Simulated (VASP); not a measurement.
Energy against volume of SrO (rock salt). All values below come from optB88-vdW, VASP's PBE PAW potentials (set 64) (plane waves; VASP). Settings: 520 eV cut-off, 9×9×9 Γ-centred mesh, Gaussian smearing of 0.050 eV, potentials Sr_sv O.

```csv
V (Å³/atom),E (eV/atom)
16.782,-4.27154
17.301,-4.27663
17.820,-4.27277
18.339,-4.26130
```

### Question
Fit these four points and predict the energy of the run at 16.263 Å³/atom.

### Answer
A cubic in V^(−2/3), the third-order Birch-Murnaghan form, passes through the four points with V0 = 17.32 Å³/atom and B0 = 91 GPa, and gives -4.2559 eV/atom there. The run gave -4.2558 eV/atom, +0.1 meV/atom from the fit; all five points give B0 = 92 GPa.

The compound is SrO in the rock salt structure. It was relaxed first.
